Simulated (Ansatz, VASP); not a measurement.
**Zn13Cd21Se12S22 in two plane-wave programs**

Wanted: the spread between two codes on one cell, functional and k mesh. The structure shown is the start of the Ansatz relaxation below; VASP solves that cell, so the two are compared at the walk's first step.

Program: Ansatz 0.2.0. Level of theory: plane waves, with VASP 6.6.1 beside it; single point at RPBE. Results are calculated unless marked as measured.

**1. The starting structure**

The cell holds 68 atoms: 13 Zn, 21 Cd, 12 Se and 22 S. Its edges and angles: a = 11.980 Å, b = 11.980 Å, c = 11.980 Å, α = 90.0°, β = 90.0°, γ = 90.0°.

**2. Ansatz: relaxation, RPBE**

Ansatz runs on its PAW soft_1 files.

The two programs are compared at the cell with which this relaxation starts, whose forces are those of its first step.

The input, input.yaml:

```yaml
crystal:
  lattice:
    - [11.9802, 0.0, 0.0]
    - [0.0, 11.9802, 0.0]
    - [0.0, 0.0, 11.9802]
  atoms:
    - { symbol: Zn, position: [0.40274, 0.35269, 0.2741] }
    - { symbol: Zn, position: [0.33122, 0.18122, 0.12134] }
    - { symbol: Zn, position: [0.1342, 0.32218, 0.02303] }
    - { symbol: Zn, position: [0.68465, 0.7442, 0.95221] }
    - { symbol: Zn, position: [0.72461, 0.15052, 0.88409] }
    - { symbol: Zn, position: [0.74585, 0.46263, 0.7826] }
    - { symbol: Zn, position: [0.08355, 0.81537, 0.32174] }
    - { symbol: Zn, position: [0.17187, 0.98063, 0.08062] }
    - { symbol: Zn, position: [0.56007, 0.67073, 0.25317] }
    - { symbol: Zn, position: [0.17531, 0.57575, 0.7956] }
    - { symbol: Zn, position: [0.70697, 0.2172, 0.31153] }
    - { symbol: Zn, position: [0.95146, 0.94659, 0.83316] }
    - { symbol: Zn, position: [0.93819, 0.38968, 0.89344] }
    - { symbol: Cd, position: [0.43693, 0.78221, 0.81699] }
    - { symbol: Cd, position: [0.51191, 0.65637, 0.6006] }
    - { symbol: Cd, position: [0.92355, 0.17414, 0.61269] }
    - { symbol: Cd, position: [0.22496, 0.90964, 0.60425] }
    - { symbol: Cd, position: [0.52814, 0.95567, 0.13174] }
    - { symbol: Cd, position: [0.9997, 0.70203, 0.03253] }
    - { symbol: Cd, position: [0.85506, 0.65593, 0.72025] }
    - { symbol: Cd, position: [0.01477, 0.45467, 0.25397] }
    - { symbol: Cd, position: [0.08022, 0.16933, 0.34622] }
    - { symbol: Cd, position: [0.31805, 0.61267, 0.46757] }
    - { symbol: Cd, position: [0.66487, 0.94983, 0.66251] }
    - { symbol: Cd, position: [0.56664, 0.2901, 0.60305] }
    - { symbol: Cd, position: [0.21298, 0.30891, 0.64624] }
    - { symbol: Cd, position: [0.44028, 0.42192, 0.92206] }
    - { symbol: Cd, position: [0.43276, 0.04674, 0.42821] }
    - { symbol: Cd, position: [0.86839, 0.97279, 0.13469] }
    - { symbol: Cd, position: [0.82404, 0.49089, 0.45769] }
    - { symbol: Cd, position: [0.28781, 0.63083, 0.11464] }
    - { symbol: Cd, position: [0.73554, 0.90365, 0.43868] }
    - { symbol: Cd, position: [0.40037, 0.11489, 0.8436] }
    - { symbol: Cd, position: [0.72605, 0.4143, 0.12167] }
    - { symbol: Se, position: [0.22478, 0.13111, 0.50998] }
    - { symbol: Se, position: [0.64478, 0.5311, 0.93956] }
    - { symbol: Se, position: [0.54515, 0.79684, 0.41942] }
    - { symbol: Se, position: [0.34844, 0.99385, 0.2288] }
    - { symbol: Se, position: [0.75275, 0.57604, 0.26527] }
    - { symbol: Se, position: [0.26379, 0.81596, 0.41806] }
    - { symbol: Se, position: [0.81779, 0.77019, 0.10336] }
    - { symbol: Se, position: [0.44283, 0.96356, 0.6888] }
    - { symbol: Se, position: [0.87552, 0.27032, 0.41665] }
    - { symbol: Se, position: [0.72301, 0.14951, 0.68603] }
    - { symbol: Se, position: [0.97359, 0.63264, 0.54408] }
    - { symbol: Se, position: [0.0062, 0.97106, 0.63181] }
    - { symbol: S, position: [0.55689, 0.10021, 0.98133] }
    - { symbol: S, position: [0.0406, 0.25633, 0.79376] }
    - { symbol: S, position: [0.52871, 0.23896, 0.39768] }
    - { symbol: S, position: [0.04166, 0.98859, 0.23646] }
    - { symbol: S, position: [0.19375, 0.29971, 0.22186] }
    - { symbol: S, position: [0.40578, 0.30084, 0.75072] }
    - { symbol: S, position: [0.50744, 0.74985, 0.0667] }
    - { symbol: S, position: [0.17032, 0.52497, 0.60197] }
    - { symbol: S, position: [0.65665, 0.48276, 0.59496] }
    - { symbol: S, position: [0.69753, 0.02387, 0.2572] }
    - { symbol: S, position: [0.40674, 0.55117, 0.28287] }
    - { symbol: S, position: [0.91938, 0.32917, 0.07723] }
    - { symbol: S, position: [0.99086, 0.5774, 0.85902] }
    - { symbol: S, position: [0.24608, 0.48404, 0.96703] }
    - { symbol: S, position: [0.20524, 0.13614, 0.94543] }
    - { symbol: S, position: [0.24006, 0.77067, 0.77247] }
    - { symbol: S, position: [0.51193, 0.30568, 0.10234] }
    - { symbol: S, position: [0.09539, 0.65633, 0.20412] }
    - { symbol: S, position: [0.09561, 0.86583, 0.93283] }
    - { symbol: S, position: [0.78794, 0.83831, 0.79956] }
    - { symbol: S, position: [0.90598, 0.09645, 0.9574] }
    - { symbol: S, position: [0.94525, 0.8332, 0.47885] }
kpoints:
  mp_grid: { grid: [1, 1, 1] }
hamiltonian:
  xc: rpbe
  pseudopotentials: { kind: paw, azcp: { folder: soft_1 } }
scf:
  occupations: { method: gaussian, width: 0.05 }
output:
  forces: true
relax:
  f_tol: 0.05
  max_steps: 150
  cell: {}
```

Started as:

```sh
> ansatz run input.yaml --threads 4 --pin off --max-ram 8192MiB --backend cpu --events-out ev --progress --plain --runs-dir out
```

Numbers of over 12 decimals in the logs are rounded to 6 here.

The log of the run:

```text
Engine: ansatz 0.2.0, aarch64-unknown-linux-gnu
Pseudopotentials: kind: paw
Pseudopotential: Zn, paw, valence charge 12, recommended cutoff 420 eV (normal), soft_1/Zn.paw.azcp
Pseudopotential: Cd, paw, valence charge 20, recommended cutoff 420 eV (normal), soft_1/Cd.paw.azcp
Pseudopotential: Se, paw, valence charge 16, recommended cutoff 420 eV (normal), soft_1/Se.paw.azcp
Pseudopotential: S, paw, valence charge 6, recommended cutoff 420 eV (normal), soft_1/S.paw.azcp
Functional definition: RPBE
  parameter kappa = 0.804
  parameter beta = 0.066725
  exchange = rpbe_x(kappa = kappa, mu = beta*pi^2/3)
  correlation = pbe_c(beta = beta)
Crystal: 68 atoms, lattice volume = 1719.461 Å³
Basis set: ecut = 420 eV, 33401 PW (Γ), exchange–correlation on 162×162×162 points (8 copies of the dense FFT grid, shifted against one another)
Bands: 540, of which v1, the nominal top of the filled ones, is band 450 counted from 1 (449 counted from 0)
Symmetry: 1 space group operations
Space group: P1 (ITA 1), of the structure as read, at distance tolerance 1.2e-4 Å
k-points: 1
Non-local potential: Zn, projectors of the file, l = 0: 2, l = 1: 2, l = 2: 3, l = 3: 1
Non-local potential: Cd, projectors of the file, l = 0: 3, l = 1: 2, l = 2: 2, l = 3: 1
Non-local potential: Se, projectors of the file, l = 0: 2, l = 1: 2, l = 2: 3, l = 3: 1
Non-local potential: S, projectors of the file, l = 0: 2, l = 1: 2, l = 2: 1
PAW form: soft (Blöchl's): semilocal exchange-correlation on the pseudo side does not see the compensation charge
PAW frozen core: Zn, regenerated for the run's functional, and the local potential with it (the file was generated under x = pbe(κ = 0.804, μ = 0.219515), c = pbe(β = 0.066725))
PAW frozen core: Cd, regenerated for the run's functional, and the local potential with it (the file was generated under x = pbe(κ = 0.804, μ = 0.219515), c = pbe(β = 0.066725))
PAW frozen core: Se, regenerated for the run's functional, and the local potential with it (the file was generated under x = pbe(κ = 0.804, μ = 0.219515), c = pbe(β = 0.066725))
PAW frozen core: S, regenerated for the run's functional, and the local potential with it (the file was generated under x = pbe(κ = 0.804, μ = 0.219515), c = pbe(β = 0.066725))
PAW one-centre angular grid: Zn, 590 points (default); XC on 64 Gauss nodes
PAW one-centre angular grid: Cd, 590 points (default); XC on 64 Gauss nodes
PAW one-centre angular grid: Se, 590 points (default); XC on 64 Gauss nodes
PAW one-centre angular grid: S, 110 points (default); XC on 64 Gauss nodes
Initial density: superposition of atomic densities (chi_scale 0.1, normalization cell, long waves kept (reshape's long-wave potential 0.56 eV rms))
Initial wavefunctions: pseudopotential atomic-orbital guess
Functional: x = rpbe, c = pbe(β = 0.066725)
SCF iter   1: F=—  HF=-302405.588704 eV  |F-HF|=—  |Δ(HF+E_count)|=         —  Δρ=5.16e-2  dr2=1.46e2  ethr=3.10e-3  ⟨swp⟩=6.0  Hψ=2160  notcnv=0  defer=52
preconditioner: auto → LDOS  [insulator: Δε(μ)=0.151 eV  Ē_g=11.220 eV  σ=0.050 eV  W_gap=0.97  n_scr=436 (ndim 8)  ℏωp=22.2 eV  f_vac=0.086  D(μ)=4.61/eV (n_scr^D=6)  ε∞_Penn≈4.9  β→1.0]
SCF iter   2: F=—  HF=-302421.735773 eV  |F-HF|=—  |Δ(HF+E_count)|=    1.61e1  Δρ=6.56e-2  dr2=2.41e2  ethr=3.10e-3  ⟨swp⟩=5.0  Hψ=1170  notcnv=0  defer=80
SCF iter   3: F=—  HF=-302388.134452 eV  |F-HF|=—  |Δ(HF+E_count)|=    3.36e1  Δρ=1.84e-2  dr2=2.54e1  ethr=3.10e-3  ⟨swp⟩=3.0  Hψ=1019  notcnv=0  defer=81
SCF iter   4: F=—  HF=-302383.737987 eV  |F-HF|=—  |Δ(HF+E_count)|=    4.40e0  Δρ=8.25e-3  dr2=3.60e0  ethr=2.82e-3  ⟨swp⟩=3.0  Hψ=671  notcnv=0  defer=81
SCF iter   5: F=—  HF=-302383.445907 eV  |F-HF|=—  |Δ(HF+E_count)|=   2.92e-1  Δρ=4.74e-3  dr2=9.61e-1  ethr=3.99e-4  ⟨swp⟩=3.0  Hψ=546  notcnv=0  defer=81
SCF iter   6: F=—  HF=-302383.392200 eV  |F-HF|=—  |Δ(HF+E_count)|=   5.37e-2  Δρ=3.19e-3  dr2=7.31e-1  ethr=1.07e-4  ⟨swp⟩=2.0  Hψ=636  notcnv=0  defer=81
SCF iter   7: F=—  HF=-302383.364323 eV  |F-HF|=—  |Δ(HF+E_count)|=   2.79e-2  Δρ=1.12e-3  dr2=9.52e-2  ethr=8.12e-5  ⟨swp⟩=2.0  Hψ=478  notcnv=0  defer=81
SCF iter   8: F=—  HF=-302383.361121 eV  |F-HF|=—  |Δ(HF+E_count)|=   3.20e-3  Δρ=6.69e-4  dr2=1.68e-2  ethr=1.06e-5  ⟨swp⟩=2.0  Hψ=609  notcnv=0  defer=81
SCF iter   9: F=—  HF=-302383.360280 eV  |F-HF|=—  |Δ(HF+E_count)|=   8.41e-4  Δρ=4.51e-4  dr2=7.90e-3  ethr=1.87e-6  ⟨swp⟩=2.0  Hψ=626  notcnv=0  defer=81
SCF iter  10: F=—  HF=-302383.359633 eV  |F-HF|=—  |Δ(HF+E_count)|=   6.47e-4  Δρ=2.76e-4  dr2=3.57e-3  ethr=8.78e-7  ⟨swp⟩=2.0  Hψ=621  notcnv=0  defer=81
SCF iter  11: F=—  HF=-302383.359430 eV  |F-HF|=—  |Δ(HF+E_count)|=   2.03e-4  Δρ=1.98e-4  dr2=1.47e-3  ethr=3.97e-7  ⟨swp⟩=2.0  Hψ=620  notcnv=0  defer=81
[...]
atom  21  Cd     0.00565934     0.00028598    -0.02258207
  atom  22  Cd     0.00166988     0.00068845    -0.00043469
  atom  23  Cd    -0.00913207     0.00806791     0.00883944
  atom  24  Cd    -0.00430102    -0.00040859     0.00351158
  atom  25  Cd     0.00058594    -0.00135048     0.00307999
  atom  26  Cd     0.00592194     0.00067474     0.00056793
  atom  27  Cd     0.00630245    -0.00009961     0.00296858
  atom  28  Cd    -0.00446336    -0.00087836    -0.00147269
  atom  29  Cd     0.00146289     0.00474919    -0.01268132
  atom  30  Cd    -0.00021099     0.00030215    -0.00152778
  atom  31  Cd    -0.00625323     0.00221780    -0.00739489
  atom  32  Cd     0.00498470    -0.00107424     0.00141505
  atom  33  Cd    -0.00652293    -0.00552489    -0.00266091
  atom  34  Cd     0.00358942    -0.00143093     0.00293199
  atom  35  Se    -0.00058247    -0.00314231    -0.00359152
  atom  36  Se     0.00335243    -0.00432243    -0.00220621
  atom  37  Se    -0.00762986     0.00482702     0.00660057
  atom  38  Se    -0.00033444    -0.00035918    -0.00478407
  atom  39  Se    -0.00481009    -0.00180691    -0.00102631
  atom  40  Se    -0.00468306    -0.00215934    -0.00453938
  atom  41  Se     0.00586560    -0.00108777    -0.00297883
  atom  42  Se     0.00300168    -0.00024475     0.00346044
  atom  43  Se     0.00041562     0.00001893     0.00052162
  atom  44  Se     0.00418359    -0.00369012     0.00506277
[...]
atom  61  S     -0.00369837    -0.01674466    -0.01220815
  atom  62  S     -0.00117888    -0.00372191     0.00780515
  atom  63  S      0.00004761     0.00157411     0.00688035
  atom  64  S     -0.00203726     0.01038616     0.02048293
  atom  65  S      0.00775897     0.01149648     0.01566337
  atom  66  S      0.00016747    -0.00202524     0.00171229
  atom  67  S      0.00140433    -0.01149009    -0.01725126
  atom  68  S      0.00400223    -0.00447534     0.00309498
  max |Σ_I F_I| component: 2.47e-6 eV/Å
--- Stress (GPa, compression-positive) ---
        0.045124       0.002851       0.008386
        0.002851       0.006509      -0.004678
        0.008386      -0.004678      -0.005928
  P = ⅓ Tr σ = 0.0152 GPa (0.152 kbar)
--- Relaxed structure (33 steps of the walk, 30 accepted, 1 SCFs on fresh bases) ---
  F+E_penalty+E_count = -302395.36562212 eV   max|allowed force component| = 2.258e-2 eV/Å   (the final SCF, on the basis selected at the relaxed cell)
  cell:  # Å, volume = 1957.0821 Å³
    - [13.193780, 0.024922, 0.083471]
    - [0.024922, 11.865878, 0.061812]
    - [0.083471, 0.061812, 12.501760]
  atoms:
    - { symbol: Zn, position: [0.415577, 0.354599, 0.290589] }
    - { symbol: Zn, position: [0.386811, 0.142258, 0.141923] }
    - { symbol: Zn, position: [0.218519, 0.323546, 0.059407] }
    - { symbol: Zn, position: [0.669425, 0.696886, 0.998658] }
    - { symbol: Zn, position: [0.701064, 0.116108, 0.898808] }
    - { symbol: Zn, position: [0.670268, 0.565863, 0.761027] }
    - { symbol: Zn, position: [0.090371, 0.815513, 0.311608] }
    - { symbol: Zn, position: [0.141158, 1.025842, 0.072560] }
    - { symbol: Zn, position: [0.567105, 0.649428, 0.274529] }
    - { symbol: Zn, position: [0.138014, 0.613094, 0.734026] }
    - { symbol: Zn, position: [0.689381, 0.180058, 0.374093] }
    - { symbol: Zn, position: [0.975086, 1.066408, 0.849780] }
    - { symbol: Zn, position: [1.008562, 0.400510, 0.885622] }
    - { symbol: Cd, position: [0.372479, 0.751310, 0.654216] }
    - { symbol: Cd, position: [0.523726, 0.640191, 0.541180] }
    - { symbol: Cd, position: [0.887421, 0.188712, 0.625022] }
    - { symbol: Cd, position: [0.139274, 0.903564, 0.616988] }
    - { symbol: Cd, position: [0.554919, 0.945343, 0.161417] }
    - { symbol: Cd, position: [1.011486, 0.741912, 0.000766642] }
    - { symbol: Cd, position: [0.884955, 0.749842, 0.703748] }
    - { symbol: Cd, position: [0.096930, 0.496537, 0.171013] }
    - { symbol: Cd, position: [0.153064, 0.150178, 0.341506] }
    - { symbol: Cd, position: [0.285928, 0.604556, 0.479415] }
    - { symbol: Cd, position: [0.617075, 0.932158, 0.744818] }
    - { symbol: Cd, position: [0.549632, 0.286736, 0.628087] }
    - { symbol: Cd, position: [0.209313, 0.296676, 0.665513] }
    - { symbol: Cd, position: [0.455163, 0.416404, 0.930824] }
    - { symbol: Cd, position: [0.408722, 0.064585, 0.459293] }
    - { symbol: Cd, position: [0.865462, 1.014554, 0.122862] }
    - { symbol: Cd, position: [0.793112, 0.476637, 0.456558] }
    - { symbol: Cd, position: [0.341537, 0.625110, 0.133079] }
    - { symbol: Cd, position: [0.772580, 0.801118, 0.298647] }
    - { symbol: Cd, position: [0.410447, 0.102741, 0.840572] }
    - { symbol: Cd, position: [0.666118, 0.376277, 0.145317] }
    - { symbol: Se, position: [0.217142, 0.116601, 0.538449] }
    - { symbol: Se, position: [0.649586, 0.488972, 0.940766] }
    - { symbol: Se, position: [0.601308, 0.793858, 0.408725] }
    - { symbol: Se, position: [0.376361, 0.987137, 0.261545] }
    - { symbol: Se, position: [0.732298, 0.536862, 0.259976] }
    - { symbol: Se, position: [0.228184, 0.815960, 0.440114] }
    - { symbol: Se, position: [0.821598, 0.787556, 0.087388] }
    - { symbol: Se, position: [0.439484, 0.969656, 0.660910] }
    - { symbol: Se, position: [0.852595, 0.262592, 0.427725] }
    - { symbol: Se, position: [0.696644, 0.144180, 0.702388] }
    - { symbol: Se, position: [0.934284, 0.643434, 0.516882] }
    - { symbol: Se, position: [-0.051212, 0.964244, 0.673855] }
    - { symbol: S, position: [0.559866, 0.017876, 0.949427] }
    - { symbol: S, position: [0.029232, 0.252620, 0.764392] }
    - { symbol: S, position: [0.524148, 0.243612, 0.424369] }
    - { symbol: S, position: [0.053012, 1.007544, 0.233002] }
    - { symbol: S, position: [0.236030, 0.324155, 0.256566] }
    - { symbol: S, position: [0.399140, 0.302152, 0.759866] }
    - { symbol: S, position: [0.522881, 0.733593, 0.105516] }
    - { symbol: S, position: [0.166356, 0.490751, 0.596892] }
    - { symbol: S, position: [0.645012, 0.480827, 0.603595] }
    - { symbol: S, position: [0.711459, 0.033932, 0.253987] }
    - { symbol: S, position: [0.410019, 0.549586, 0.319988] }
    - { symbol: S, position: [1.035795, 0.342352, 0.060027] }
    - { symbol: S, position: [0.990598, 0.594177, 0.843558] }
    - { symbol: S, position: [0.285452, 0.494245, 0.985198] }
    - { symbol: S, position: [0.271191, 0.142577, 1.003302] }
    - { symbol: S, position: [0.219295, 0.776123, 0.767263] }
    - { symbol: S, position: [0.491974, 0.299151, 0.122876] }
    - { symbol: S, position: [0.138940, 0.697042, 0.163926] }
    - { symbol: S, position: [0.078232, 0.932093, 0.933656] }
    - { symbol: S, position: [0.708548, 0.750524, 0.802240] }
    - { symbol: S, position: [0.853104, 0.150435, 0.968781] }
    - { symbol: S, position: [0.932885, 0.797886, 0.409469] }
```

[end of part 1 of 2]

[Lines on the potential files, build, host, timing and source positions are cut from VASP's logs without a mark.]

[Logs are printed without paths, hosts, clocks, repeated set-up lines and the standing remarks that a program may print on its own settings, such as how far it seeks lower states.]

[Hosts, paths, dates, database ids (printed as entryN), source tags and the programs' standing remarks are cut or masked in the printed files.]
